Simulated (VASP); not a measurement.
Level of theory: HSE06 screened hybrid (exact exchange on a k-mesh reduced by 2x2x2), VASP's PBE PAW potentials (set 64) (plane waves; VASP).

VASP input:

### POSCAR
```
P
1
    1.6574941715    -5.5675179850     0.0000000000
    1.6574941715     5.5675179850     0.0000000000
    0.0000000000     0.0000000000     4.5436999431
P
4
Direct
  0.0950950830   0.9049049170   0.9136407686
  0.4049049170   0.5950950830   0.4136407686
  0.5950950830   0.4049049170   0.5863592314
  0.9049049170   0.0950950830   0.0863592314
```

**INCAR**
```
# general
SYSTEM    =  P
PREC      =  Normal
ENCUT     =  400
LREAL     =  .FALSE.
LASPH     =  .TRUE.
ISYM      =  3

# electronic loop
EDIFF     =  1E-5
NELM      =  50
NELMIN    =  4
ALGO      =  Normal

# smearing
ISMEAR    =  0
SIGMA     =  0.05

# functional
GGA       =  PE
LHFCALC   =  .TRUE.
AEXX      =  0.25
HFSCREEN  =  0.2
PRECFOCK  =  Fast

# ions
ISIF      =  0

# output
LWAVE     =  .FALSE.
LCHARG    =  .FALSE.

# other
NKREDX    =  2
NKREDY    =  2
NKREDZ    =  2
```

File KPOINTS:
```
Automatic mesh
0
Gamma
8 8 8
0 0 0
```

POTCAR, in this order: P (PBE.64 set). Program: vasp_std. Read from the step before: WAVECAR.

Exact exchange is summed on a reduced mesh (NKRED). Without a dispersion term in the relaxation, distances and binding between the weakly bound layers, chains or molecules are unreliable, and so is what depends on them.

What does the run give for the energy per atom (σ→0), largest force, band gap (on the k-mesh)?

```
Property                          Result
------------------------  --------------
energy per atom (σ→0)     -6.460 eV/atom
band gap (on the k-mesh)         0.73 eV
largest force                 0.353 eV/Å
```

**OSZICAR**
```
...
DAV:   2    -0.258402356575E+02   -0.75856E-02   -0.35400E-02  3552   0.114E+00    0.159E+00
DAV:   3    -0.258389194005E+02    0.13163E-02   -0.26957E-03  3664   0.314E-01    0.926E-01
DAV:   4    -0.258383890328E+02    0.53037E-03   -0.68985E-04  3642   0.161E-01    0.513E-01
DAV:   5    -0.258382378726E+02    0.15116E-03   -0.17494E-04  3606   0.800E-02    0.284E-01
DAV:   6    -0.258381927304E+02    0.45142E-04   -0.37205E-05  3184   0.385E-02    0.158E-01
DAV:   7    -0.258381786667E+02    0.14064E-04   -0.10545E-05  1848   0.224E-02    0.880E-02
DAV:   8    -0.258381746401E+02    0.40266E-05   -0.46131E-06  1722   0.155E-02
   1 F= -.25838175E+02 E0= -.25838175E+02  d E =-.768352E-11
```

The compound is P in the black structure. It was relaxed first, which changed the volume by +10 %. The cell's shape comes from a PBE relaxation.
